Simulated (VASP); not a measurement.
# Ge3B2C3 (P1) in VASP: relaxation of cell and atoms with PBE

Aim: the relaxation of cell and atoms of Ge3B2C3 with PBE.

All numbers are computed with VASP 6.6.1; they aren't measurements. Logs are shortened: lines on timing, memory, paths and dates and some standing lists are left out, and cuts for length are marked.

### Step 1. The structure

The typed cell holds 8 atoms: a = 4.429 Å, b = 4.510 Å, c = 4.557 Å, α = 86.15°, β = 89.61°, γ = 87.91°.

The cell was built by a generator and needn't be a form met in nature.

### Step 2. Relaxation of cell and atoms, PBE

The input, INCAR:

```
PREC = Normal ; ENCUT = 520
EDIFF = 1E-5 ; ISMEAR = 0
SIGMA = 0.15 ; LREAL = Auto
LASPH = True ; NELM = 80
ALGO = Fast ; ISIF = 3
LWAVE = False ; LCHARG = False
GGA = PE ; IBRION = 2
NSW = 110 ; EDIFFG = -0.03
ISYM = 0 ; KPAR = 2
```

The input, KPOINTS:

```
regular mesh
0
Gamma
  5 5 5
```

The input, POSCAR:

```
Ge3B2C3
1.0
    3.0726655000      1.8288954200      2.6131634200
   -3.1303537400      1.7482100400      2.7354940700
   -0.0987197100     -3.6515342400      2.7247423800
Ge B C
3 2 3
Direct
    0.0074509600      0.4801558300      0.4927956200
    0.5173159100      0.9887477200      0.4932925500
    0.4818182900      0.4859051500      0.0342225000
    0.0119394000      0.9664644100      0.9518016000
    0.8342346200      0.7595096100      0.7701640200
    0.2290877200      0.2100724100      0.7824155600
    0.2304955400      0.7587219100      0.1921277600
    0.7609741500      0.2130436400      0.2491197300
```

Potentials or basis: VASP PAW PBE potentials, release 64 (Ge_d, B, C).

Started as:

```bash
$ cat potpaw_PBE.64/Ge_d/POTCAR potpaw_PBE.64/B/POTCAR potpaw_PBE.64/C/POTCAR > POTCAR
$ mpirun -np 2 vasp_std > vasp.out
```

OUTCAR:

```text
PREC = Normal
   ENCUT = 520
   EDIFF = 1E-5
   ISMEAR = 0
   LREAL = Auto
   LASPH = True
   NELM = 80
   ISIF = 3
   GGA = PE
   IBRION = 2
   NSW = 110
   EDIFFG = -0.03
   ISYM = 0

 ion  position               nearest neighbor table
   1  0.007  0.480  0.493-   5 1.98   6 1.98   8 2.04   7 2.07
   2  0.517  0.989  0.493-   8 1.83   5 2.09   6 2.10   7 2.21
   3  0.482  0.486  0.034-   7 1.81   8 1.94   6 2.10   5 2.31
   4  0.012  0.966  0.952-   5 1.53   6 1.64   7 1.68   8 2.10
   5  0.834  0.760  0.770-   4 1.53   1 1.98   2 2.09   3 2.31
   6  0.229  0.210  0.782-   4 1.64   1 1.98   2 2.10   3 2.10
   7  0.230  0.759  0.192-   4 1.68   3 1.81   1 2.07   2 2.21
   8  0.761  0.213  0.249-   2 1.83   3 1.94   1 2.04   4 2.10

IMPORTANT INFORMATION: All symmetrisations will be switched off!
NOSYMM: (Re-)initialisation of all symmetry stuff for point group C_1.

----------------------------------------------------------------------------------------

                                     Primitive cell

  volume of cell :      90.7550

  direct lattice vectors                    reciprocal lattice vectors
     3.072665500  1.828895420  2.613163420     0.162549427  0.091007227  0.127851661
    -3.130353740  1.748210040  2.735494070    -0.160049866  0.095093309  0.121639535
    -0.098719710 -3.651534240  2.724742380     0.004788431 -0.182748998  0.122271556

  length of vectors
     4.428854795  4.509798298  4.557155793     0.225943973  0.222384517  0.219932850

  position of ions in fractional coordinates (direct lattice)
     0.007450960  0.480155830  0.492795620
     0.517315910  0.988747720  0.493292550
     0.481818290  0.485905150  0.034222500
     0.011939400  0.966464410  0.951801600
     0.834234620  0.759509610  0.770164020
     0.229087720  0.210072410  0.782415560
     0.230495540  0.758721910  0.192127760
     0.760974150  0.213043640  0.249119730

  ion indices of the primitive-cell ions
   primitive index   ion index
                 1           1
                 2           2
                 3           3
                 4           4
                 5           5
                 6           6
                 7           7
                 8           8

----------------------------------------------------------------------------------------

 KPOINTS: regular mesh

Automatic generation of k-mesh.
 Grid dimensions read from file:
 generate k-points for:    5    5    5

 Generating k-lattice:

  Cartesian coordinates                     Fractional coordinates (reciprocal lattice)
     0.032509885  0.018201445  0.025570332     0.200000000  0.000000000  0.000000000
    -0.032009973  0.019018662  0.024327907    -0.000000000  0.200000000  0.000000000
     0.000957686 -0.036549800  0.024454311     0.000000000  0.000000000  0.200000000

  Length of vectors
     0.045188795  0.044476903  0.043986570

  Shift w.r.t. Gamma in fractional coordinates (k-lattice)
     0.000000000  0.000000000  0.000000000

 Subroutine IBZKPT returns following result:
 ===========================================

 Found     63 irreducible k-points:

 Following reciprocal coordinates:
            Coordinates               Weight
  0.000000  0.000000  0.000000      1.000000
  0.200000 -0.000000  0.000000      2.000000
  0.400000  0.000000  0.000000      2.000000
  0.000000  0.200000  0.000000      2.000000
  0.200000  0.200000  0.000000      2.000000
  0.400000  0.200000  0.000000      2.000000
[... 16 lines left out ...]
 -0.200000  0.200000  0.200000      2.000000
  0.000000  0.400000  0.200000      2.000000
 [... further k-points ...]
   k-points           NKPTS =     63   k-points in BZ     NKDIM =     63   number of bands    NBANDS=     36
   number of dos      NEDOS =    301   number of ions     NIONS =      8
   total plane-waves  NPLWV =  21952
   dimension x,y,z NGX =    28 NGY =   28 NGZ =   28
   dimension x,y,z NGXF=    56 NGYF=   56 NGZF=   56
   ions per type =               3   2   3
   NGX,Y,Z   is equivalent  to a cutoff of  10.51, 10.32, 10.21 a.u.
   NGXF,Y,Z  is equivalent  to a cutoff of  21.02, 20.64, 20.43 a.u.
 SYSTEM =  unknown system
   PREC   = normal    normal or accurate (medium, high low for compatibility)
   ISTART =      0    job   : 0-new  1-cont  2-samecut
   ICHARG =      2    charge: 1-file 2-atom 10-const
   ISPIN  =      1    spin polarized calculation?
   LNONCOLLINEAR =      F non collinear calculations
   LSORBIT =      F    spin-orbit coupling
   LASPH  =      T    aspherical Exc in radial PAW
   ENCUT  =  520.0 eV  38.22 Ry    6.18 a.u.   8.23  8.39  8.47*2*pi/ulx,y,z
   NELM   =     80;   NELMIN=  2; NELMDL= -5     # of ELM steps
   EDIFF  = 0.1E-04   stopping-criterion for ELM
   LREAL  =      T    real-space projection
   EDIFFG = -.3E-01   stopping-criterion for IOM
   NSW    =    110    number of steps for IOM
   IBRION =      2    ionic relax: 0-MD 1-quasi-New 2-CG
   NFREE  =      1    steps in history (QN), initial steepest desc. (CG)
   ISIF   =      3    stress and relaxation
   ISYM   =      0    0-nonsym 1-usesym 2-fastsym
   POTIM  = 0.5000    time-step for ionic-motion
   TEBEG  =    0.0;   TEEND  =   0.0 temperature during run
   PSTRESS=    0.0 pullay stress
   NELECT =      60.0000    total number of electrons
   NUPDOWN=      -1.0000    fix difference up-down
   EMIN   =  10.00;   EMAX   =-10.00  energy-range for DOS
   EFERMI =   0.00;   METHOD = LEGACY
   ISMEAR =     0;   SIGMA  =   0.15  broadening in eV -4-tet -1-fermi 0-gaus
   EFERMI_NEDOS =   21; number of points for ismear=-14 and -15
   IALGO  =     68    algorithm
   IMIX   =      4    mixing-type and parameters
     AMIX     =   0.40;   BMIX     =  1.00
     AMIX_MAG =   1.60;   BMIX_MAG =  1.00
  volume/ion in A,a.u.               =      11.34        76.56
  Fermi-wavevector in a.u.,A,eV,Ry     =   1.426161  2.695053 27.673349  2.033934
  Thomas-Fermi vector in A             =   2.546467
   LORBIT       =      0    0 simple, 1 ext, 2 COOP (PROOUT), +10 PAW based schemes
   GGA     = PE    functional components
   LHFCALC =     F    Hartree Fock is set to
   AEXX    =    0.0000 exact exchange contribution
   IVDW    =     0    specifies the selected vdW correction
   LEPSILON=     F    determine dielectric tensor
   LRPA    =     F    only Hartree local field effects (RPA)
 conjugate gradient relaxation of ions
 non-spin polarized calculation
 RMM-DIIS sequential band-by-band and
 Gauss-broadening in eV      SIGMA  =   0.15
  energy-cutoff  :      520.00
  volume of cell :       90.75
 maximum number of plane-waves:      2460
   NGX = 17   NGY = 17   NGZ = 17

--------------------------------------- Ionic step        1  -------------------------------------------

 number of electron      59.9999982 magnetization

 Free energy of the ion-electron system (eV)
  ---------------------------------------------------
  ext. energy  EPLUGINS =         0.00000000
  ---------------------------------------------------
  free energy    TOTEN  =       -47.92866099 eV

  energy without entropy =      -47.89194492  energy(sigma->0) =      -47.91030295

------------------------ aborting loop because EDIFF is reached ----------------------------------------

  FORCE on cell =-STRESS in cart. coord.  units (eV):
  Direction    XX          YY          ZZ          XY          YZ          ZX
  --------------------------------------------------------------------------------------
  -------------------------------------------------------------------------------------
  Total        6.3937039      2.6685882      0.1798583     -0.1833215      1.2198483      0.8159175
  in kB      112.8736508     47.1109222      3.1751965     -3.2363344     21.5350488     14.4041064
  external PRESSURE =      54.3865899 kB  Pullay stress =       0.0000000 kB
[... 107 lines left out ...]
  FREE ENERGIE OF THE ION-ELECTRON SYSTEM (eV)
  ---------------------------------------------------
  free  energy   TOTEN  =       -49.3027240145 eV

  energy  without entropy=      -49.2597294592  energy(sigma->0) =      -49.28122674

[... ionic steps 4 to 11 ...]

--------------------------------------- Ionic step       12  -------------------------------------------

 number of electron      60.0000002 magnetization

------------------------ aborting loop because EDIFF is reached ----------------------------------------

  FORCE on cell =-STRESS in cart. coord.  units (eV):
  Direction    XX          YY          ZZ          XY          YZ          ZX
  --------------------------------------------------------------------------------------
  -------------------------------------------------------------------------------------
  Total        0.1530866      0.2296954      0.0027764     -0.0315399     -0.0449050     -0.0054383
  in kB        2.7507801      4.1273486      0.0498878     -0.5667337     -0.8068880     -0.0977193
  external PRESSURE =       2.3093388 kB  Pullay stress =       0.0000000 kB
[... 69 lines left out ...]
  energy  without entropy=      -49.8038266796  energy(sigma->0) =      -49.82544443

--------------------------------------- Ionic step       14  -------------------------------------------

 number of electron      59.9999998 magnetization

 Free energy of the ion-electron system (eV)
  ---------------------------------------------------
  ext. energy  EPLUGINS =         0.00000000
  ---------------------------------------------------
  free energy    TOTEN  =       -49.84785825 eV

  energy without entropy =      -49.80416183  energy(sigma->0) =      -49.82601004

 E-fermi :   6.3303     XC(G=0): -11.5666

 val. band max:        6.3298375182   @ k =   0.0000  -0.0000   0.2000
 cond. band min:       6.3363248591   @ k =  -0.4000   0.4000   0.0000
 fundamental gap:      0.0064873409
 Fermi energy:         6.3302915204

 k-point     1 :       0.0000    0.0000    0.0000
  band No.  band energies     occupation
      1     -17.9194      2.00000
      2     -17.8962      2.00000
      3     -17.8849      2.00000
      4     -17.8541      2.00000
      5     -17.8221      2.00000
      6     -17.8080      2.00000
[... 925 lines left out ...]
     35      11.7184      0.00000
     36      12.2160      0.00000

 [... further k-points ...]

------------------------ aborting loop because EDIFF is reached ----------------------------------------

  FORCE on cell =-STRESS in cart. coord.  units (eV):
  Direction    XX          YY          ZZ          XY          YZ          ZX
  --------------------------------------------------------------------------------------
  -------------------------------------------------------------------------------------
  Total       -0.0973032      0.0079562     -0.0211182     -0.0894361     -0.0117186      0.0314254
  in kB       -1.7442461      0.1426226     -0.3785619     -1.6032219     -0.2100664      0.5633289
  external PRESSURE =      -0.6600618 kB  Pullay stress =       0.0000000 kB
[... 23 lines left out ...]
  FREE ENERGIE OF THE ION-ELECTRON SYSTEM (eV)
  ---------------------------------------------------
  free  energy   TOTEN  =       -49.8478582533 eV

  energy  without entropy=      -49.8041618296  energy(sigma->0) =      -49.82601004

 reached required accuracy - stopping structural energy minimisation
```

Wall time 12 min (2 MPI ranks of Intel Xeon Platinum 8259CL at 2.50GHz (Skylake/Cascade Lake), shared host); peak memory 0.24 GiB.

Results:

- Free energy: -49.8479 eV
- Relaxed volume: 11.17 Å³/atom
- Relaxed cell: a = 4.500 Å, b = 4.462 Å, c = 4.456 Å, α = 88.11°, β = 88.62°, γ = 88.66°
- Space group after relaxing (to 0.05 Å): R3m (No. 160)
- Energy gained by relaxing: 239.9 meV/atom
- Ionic steps: 14
- Pressure after relaxing: -0.1 GPa
- Largest force after relaxing: 0.029 eV/Å
- Band gap on the k mesh: none (metal or under the smearing width)

Forces in eV/Å, atoms in the order of the input:
```
Ge   0.013  0.025 -0.008
Ge   0.014  0.020  0.012
Ge   0.016 -0.011  0.014
B   -0.008  0.009 -0.009
B   -0.015 -0.023 -0.003
C   -0.007 -0.016  0.004
C   -0.016  0.005 -0.013
C    0.003 -0.009  0.002
```

Step by step:
| step | energy change (eV) | largest force (eV/Å) | pressure (GPa) | volume (Å³) |
| --- | --- | --- | --- | --- |
| 1 | 0.0000 | 5.2812 | 5.44 | 90.75 |
| 2 | -1.2175 | 1.6976 | -8.42 | 95.87 |
| 3 | -1.3741 | 1.3464 | -5.89 | 94.20 |
| 4 | -1.7683 | 1.1904 | 0.80 | 89.39 |
| 5 | -1.7724 | 1.1874 | 1.60 | 88.90 |
| 6 | -1.8815 | 0.4594 | 1.52 | 88.54 |
| 7 | -1.8892 | 0.3898 | 1.46 | 88.61 |
| 8 | -1.9103 | 0.1378 | -0.88 | 89.78 |
| 9 | -1.9106 | 0.1369 | -0.52 | 89.65 |
| 10 | -1.9156 | 0.0641 | -0.31 | 89.35 |
| 11 | -1.9165 | 0.0945 | 0.28 | 89.10 |
| 12 | -1.9184 | 0.0782 | 0.23 | 89.16 |
| 13 | -1.9184 | 0.0786 | 0.21 | 89.17 |
| 14 | -1.9192 | 0.0290 | -0.07 | 89.38 |

Final structure:
```
Ge B C
1.0
     3.14353    1.81350    2.66006
    -3.11914    1.78312    2.64657
    -0.01612   -3.58627    2.64494
Ge B C
3 2 3
Direct
  0.00484 0.47303 0.48666
  0.49669 0.97912 0.48672
  0.49659 0.47361 0.99172
  0.01755 0.99024 0.00348
  0.79713 0.76772 0.78003
  0.23635 0.20953 0.77240
  0.23641 0.75961 0.22294
  0.78775 0.20975 0.22200
```
